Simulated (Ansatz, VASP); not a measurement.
**Cross-check of AlRh between VASP and Ansatz**

Aim: how closely do two programs agree when they are given the same cell, functional and k mesh? The cell is taken from a series of runs on this material, whose earlier steps may have relaxed, scaled, displaced or heated it; both programs get it as it stands.

Main program and level: Ansatz 0.2.0; plane waves, with VASP 6.6.1 beside it; single point at LDA.

**1. Set-up**

It takes space group Fmm2 (No. 42, orthorhombic). Conventional cell: a = 7.876 Å, b = 11.138 Å, c = 11.138 Å, α = 90.00°, β = 90.00°, γ = 90.00°. Nearest to Rh lie 5 Al at 2.51 to 2.62 Å and 5 Rh at 2.71 to 2.87 Å. Rh has 6 Al at 2.61 to 2.73 Å and 6 Rh at 2.75 to 2.87 Å nearest. Nearest to Rh lie 8 Al at 2.68 to 2.99 Å and 4 Rh at 2.75 to 2.82 Å. Nearest to Rh lie 7 Al at 2.62 to 2.87 Å and 2 Rh at 2.81 Å. Nearest to Al lie 7 Rh at 2.51 to 2.99 Å and 2 Al at 2.68 to 2.78 Å. Al has 5 Rh at 2.54 to 2.80 Å and 2 Al at 2.89 Å nearest. It derives from Rh. As first built, before any earlier steps moved the atoms (in the runner's words): kind random alloy; site Rh; solute Al; x 0.5; order random; lattice volume linear between typed atomic volumes. Farther neighbours are not listed.

As a file:

```
Rh Al
1.0
    -3.93780    3.93780    3.93780
     3.93780   -3.93780    3.93780
     3.93780    3.93780   -3.93780
Rh Al
8 8
Direct
  0.98752 0.23171 0.74419
  0.00262 0.50523 0.50262
  0.24976 0.99952 0.74976
  0.29782 0.50855 0.29782
  0.71073 0.50855 0.71073
  0.50262 0.50523 0.00262
  0.74976 0.99952 0.24976
  0.74419 0.23171 0.98752
  0.96654 0.68243 0.21589
  0.01077 0.04391 0.01077
  0.23020 0.26664 0.53643
  0.49279 0.76202 0.76923
  0.21589 0.68243 0.96654
  0.53314 0.04391 0.53314
  0.53643 0.26664 0.23020
  0.76923 0.76202 0.49279
```

**2. Ansatz: single point, LDA**

Ansatz runs on its default PAW (the set named soft_2) files.

A single point gives forces, pressure and levels at one fixed geometry, so differences don't come from the geometry; what else differs is listed under the comparison.

The input, input.yaml:

```yaml
crystal:
  lattice:
    - [-3.9377997864, 3.9377997864, 3.9377997864]
    - [3.9377997864, -3.9377997864, 3.9377997864]
    - [3.9377997864, 3.9377997864, -3.9377997864]
  atoms:
    - { symbol: Rh_h, position: [-0.01248287, 0.2317084864, 0.7441913564] }
    - { symbol: Rh, position: [0.0026160602, 0.5052321205, 0.5026160602] }
    - { symbol: Al_h, position: [-0.0334640888, 0.6824255643, 0.2158896531] }
    - { symbol: Rh, position: [0.249760347, -0.0004793061, 0.749760347] }
    - { symbol: Al, position: [0.0107704426, 0.0439102704, 0.0107704426] }
    - { symbol: Al, position: [0.2302026667, 0.2666370456, 0.5364343789] }
    - { symbol: Rh_h, position: [0.2978184818, 0.5085473079, 0.2978184818] }
    - { symbol: Al, position: [0.492792173, 0.7620185109, 0.769226338] }
    - { symbol: Al, position: [0.2158896531, 0.6824255643, -0.0334640888] }
    - { symbol: Al_h, position: [0.5331398278, 0.0439102704, 0.5331398278] }
    - { symbol: Al_h, position: [0.5364343789, 0.2666370456, 0.2302026667] }
    - { symbol: Rh, position: [0.710728826, 0.5085473079, 0.710728826] }
    - { symbol: Rh_h, position: [0.5026160602, 0.5052321205, 0.0026160602] }
    - { symbol: Al, position: [0.769226338, 0.7620185109, 0.492792173] }
    - { symbol: Rh, position: [0.749760347, -0.0004793061, 0.249760347] }
    - { symbol: Rh, position: [0.7441913564, 0.2317084864, -0.01248287] }
kpoints:
  mp_grid: { grid: [6, 6, 6] }
scf:
  occupations: { method: fermi_dirac, width: 0.08 }
  n_extra_bands: 16
hamiltonian:
  xc: lda
  pseudopotentials: { kind: paw }
output:
  forces: true
  core_levels:
    shells: { Rh_h: "3d", Al_h: "2p" }
    counted_from: fermi_level
    add_spin: false
```

On the command line:

```console
ansatz run input.yaml --threads 4 --pin off --max-ram 14336MiB --backend cpu --events-out ev --progress --plain --runs-dir out
```

Numbers of over 12 decimals in the logs are rounded to 6 here.

What it wrote:

```text
scf.n_extra_bands = 16 over 80 filled bands (N_el = 160.0): the run solves 96 bands
Engine: ansatz 0.2.0, aarch64-unknown-linux-gnu
Pseudopotentials: kind: paw
Pseudopotential: Rh, paw, valence charge 17, recommended cutoff 420 eV (normal), Rh.paw.azcp
Pseudopotential: Al, paw, valence charge 3, recommended cutoff 420 eV (normal), Al.paw.azcp
Functional definition: SPW92
  exchange = slater_x
  correlation = pw_c
Crystal: 16 atoms, lattice volume = 244.242 Å³
Basis set: ecut = 420 eV, 4753 PW (Γ)
Bands: 96, of which v1, the nominal top of the filled ones, is band 80 counted from 1 (79 counted from 0)
Symmetry: 1 space group operations
Space group: P1 (ITA 1), of the structure as read, at distance tolerance 6.3e-5 Å
k-points: 112 of 216 (time reversal used)
Non-local potential: Rh, projectors of the file, l = 0: 3, l = 1: 2, l = 2: 2, l = 3: 1
Non-local potential: Al, projectors of the file, l = 0: 2, l = 1: 2, l = 2: 1
PAW form: soft (Blöchl's): semilocal exchange-correlation on the pseudo side does not see the compensation charge
PAW frozen core: Rh, regenerated for the run's functional, and the local potential with it (the file was generated under x = pbe(κ = 0.804, μ = 0.219515), c = pbe(β = 0.066725))
PAW frozen core: Al, regenerated for the run's functional, and the local potential with it (the file was generated under x = pbe(κ = 0.804, μ = 0.219515), c = pbe(β = 0.066725))
PAW one-centre angular grid: Rh, 590 points (default); XC on 64 Gauss nodes
PAW one-centre angular grid: Al, 110 points (default); XC on 64 Gauss nodes
Initial density: superposition of atomic densities (neutral atoms: chi_scale 0, normalization atom), corrected by the library's trained network
Initial wavefunctions: pseudopotential atomic-orbital guess
Functional: x = slater, c = lda
SCF iter   1: F=—  HF=-54341.726543 eV  |F-HF|=—  |Δ(HF+E_count)|=         —  Δρ=1.09e-2  dr2=2.85e-1  ethr=1.77e-3  ⟨swp⟩=6.1  Hψ=40810  notcnv=0  defer=79
preconditioner: auto → Kerker (q_TF=auto, 2.543 Å⁻¹)  [metal: Δε(μ)=0.007 eV  Ē_g=5.525 eV  σ=0.080 eV  W_gap=0.02  n_scr=78 (ndim 8)  ℏωp=23.3 eV  f_vac=0.000  D(μ)=8.08/eV (n_scr^D=54)]
SCF iter   2: F=—  HF=-54341.692553 eV  |F-HF|=—  |Δ(HF+E_count)|=   3.40e-2  Δρ=5.04e-3  dr2=6.05e-2  ethr=1.78e-4  ⟨swp⟩=1.0  Hψ=12432  notcnv=0  defer=176
SCF iter   3: F=—  HF=-54341.682703 eV  |F-HF|=—  |Δ(HF+E_count)|=   9.85e-3  Δρ=8.63e-4  dr2=2.69e-3  ethr=3.78e-5  ⟨swp⟩=2.3  Hψ=15212  notcnv=0  defer=176
SCF iter   4: F=—  HF=-54341.682072 eV  |F-HF|=—  |Δ(HF+E_count)|=   6.32e-4  Δρ=2.42e-4  dr2=2.82e-4  ethr=1.68e-6  ⟨swp⟩=2.6  Hψ=17546  notcnv=0  defer=176
SCF iter   5: F=—  HF=-54341.682009 eV  |F-HF|=—  |Δ(HF+E_count)|=   6.22e-5  Δρ=7.59e-5  dr2=2.18e-5  ethr=1.77e-7  ⟨swp⟩=2.4  Hψ=16002  notcnv=0  defer=176
SCF iter   6: F=—  HF=-54341.681621 eV  |F-HF|=—  |Δ(HF+E_count)|=   3.88e-4  Δρ=1.56e-5  dr2=9.05e-7  ethr=1.36e-8  ⟨swp⟩=2.3  Hψ=16209  notcnv=0  defer=176
SCF iter   7: F=-54341.681621 eV  HF=-54341.681621 eV  |F-HF|=6.10e-8  |Δ(HF+E_count)|=   1.69e-7  Δρ=4.54e-6  dr2=7.92e-8  ethr=6.25e-11  ⟨swp⟩=10.0  Hψ=44525  notcnv=0
SCF 1 converged in 7 iterations: F = -54341.681621 eV  dr2 = 7.92e-8
  greatest PAW one-centre occupation: 1.000 electrons in one spin orbital (limit 2), on the Rh atom at site 0 (counted from 0), in its partial waves of l = 0
── core hole 1/6: 3d of Rh_h 0 ──
── 3d of Rh_h 0: 306.452 eV over the cell without the hole, in 9 iterations ──
── core hole 2/6: 2p of Al_h 2 ──
── 2p of Al_h 2: 72.799 eV over the cell without the hole, in 9 iterations ──
── core hole 3/6: 3d of Rh_h 6 ──
── 3d of Rh_h 6: 306.640 eV over the cell without the hole, in 9 iterations ──
── core hole 4/6: 2p of Al_h 9 ──
── 2p of Al_h 9: 72.844 eV over the cell without the hole, in 9 iterations ──
── core hole 5/6: 2p of Al_h 10 ──
── 2p of Al_h 10: 72.641 eV over the cell without the hole, in 9 iterations ──
── core hole 6/6: 3d of Rh_h 12 ──
── 3d of Rh_h 12: 306.379 eV over the cell without the hole, in 9 iterations ──
SCF converged after 7 iterations
Free energy (F): -54341.681621 eV
Harris-Foulkes:  -54341.681621 eV  (|F-HF|=6.10e-8)
Internal energy: -54341.509073 eV  (E = F + TS)
E sigma→0 (E₀):  -54341.595347 eV
Entropy (-TS):   -0.172548 eV (-10.784 meV/atom)
Fermi energy:    13.603404 eV
--- Per-component energies (eV) ---
  E_band       = -1561.646397
  E_kinetic    = 4781.884049
  E_local      = -20879.182801  (includes V_loc(G=0)·N_el)
  E_nonlocal   = 2976.296108
  E_hartree    = 8127.813840
  E_xc         = -2079.510612
  E_vxc        = -2459.838825  (∫ρ·V_xc dr)
  E_paw        = -31263.700971  (= ΣΔE_a)
  E_vpaw       = -2236.412069  (= ΣTr[D̂ρ^β])
  E_aug_tail   = 0.006142  (compensation charges beyond the density's cutoff)
  E_ewald      = -16010.540418
  E_core_change = 5.425590  (= ΣΔE_core)
  E_smearing   = -0.172548  (= −TS)
  E_closure    = -0.000000  (closes the sum)
  Σ components = -54341.681621   (vs F -54341.681621, Δ=0.00e0)
--- Forces (eV/Å), atoms counted from 1 ---
  atom   1  Rh_h    -0.00004751    -0.00000009    -0.01511908
  atom   2  Rh      -0.01721298     0.00000005    -0.01721296
  atom   3  Al_h     0.01699006     0.00000023    -0.00043719
  atom   4  Rh       0.01453045    -0.00000005     0.01453034
  atom   5  Al       0.00198178    -0.00374452     0.00198183
  atom   6  Al       0.00570619    -0.00000007    -0.02508468
  atom   7  Rh_h     0.00858171     0.01565852     0.00858178
  atom   8  Al       0.00516350    -0.00000022    -0.00293985
  atom   9  Al      -0.00043729     0.00000019     0.01699005
  atom  10  Al_h     0.00198179     0.00374445     0.00198173
  atom  11  Al_h    -0.02508469    -0.00000014     0.00570612
  atom  12  Rh       0.00858177    -0.01565838     0.00858172
  atom  13  Rh_h    -0.01721304     0.00000006    -0.01721300
  atom  14  Al      -0.00293980    -0.00000018     0.00516349
  atom  15  Rh       0.01453038    -0.00000006     0.01453049
  atom  16  Rh      -0.01511904    -0.00000008    -0.00004754
  max |Σ_I F_I| component: 6.75e-6 eV/Å
--- Band table (eV; the first three rows and the last of 112) ---
  k-point 0: bands = [... 76 lower, 13.0605, 13.2458, 13.3864, 13.4583, 13.4638, 13.5484, 13.6176, 13.9480, ... 12 higher]
  k-point 1: bands = [... 76 lower, 13.0414, 13.1540, 13.2070, 13.3882, 13.6648, 13.7714, 13.8859, 14.2025, ... 12 higher]
  k-point 2: bands = [... 76 lower, 13.0250, 13.1608, 13.2623, 13.3971, 13.7760, 14.1211, 14.2070, 14.3586, ... 12 higher]
  k-point 111: bands = [... 76 lower, 12.8559, 12.9282, 13.0784, 13.2640, 13.4122, 13.9859, 15.4378, 15.6527, ... 12 higher]
--- Core levels from the Fermi level (as output.core_levels.counted_from types it; a hole's nearest image at 6.8 Å) ---
  the holes have no spin, as output.core_levels.add_spin types it
  atom         alike  shell      binding/eV   shift/eV difference/eV images/eV   SCF
  Rh_h 0           1     3d         306.452     +0.000       306.452         –     9
  Al_h 2           1     2p          72.799     +0.000        72.799         –     9
  Rh_h 6           1     3d         306.640     +0.188       306.640         –     9
  Al_h 9           1     2p          72.844     +0.045        72.844         –     9
  Al_h 10          1     2p          72.641     -0.158        72.641         –     9
  Rh_h 12          1     3d         306.379     -0.073       306.379         –     9
  the dataset of Rh_h with a 3d hole: scattering error 0.003 eV; free atom: scalar-relativistic, large and small components
  the two lines of Rh_h's 3d: 3d3/2 +2.836 eV and 3d5/2 -1.890 eV off its levels, 2 : 3 in strength
  the dataset of Al_h with a 2p hole: scattering error 0.001 eV (0.004 eV in the local channel); free atom: scalar-relativistic, large and small components
  the two lines of Al_h's 2p: 2p1/2 +0.276 eV and 2p3/2 -0.138 eV off its levels, 1 : 2 in strength
```

(Continued in part 2 of 2.)

[Lines on the potential files, build, host, timing and source positions are cut from VASP's logs without a mark.]

[Logs are printed without paths, hosts, clocks, repeated set-up lines and the standing remarks that a program may print on its own settings, such as how far it seeks lower states.]

[Hosts, paths, dates, database ids (printed as entryN), source tags and the programs' standing remarks are cut or masked in the printed files.]
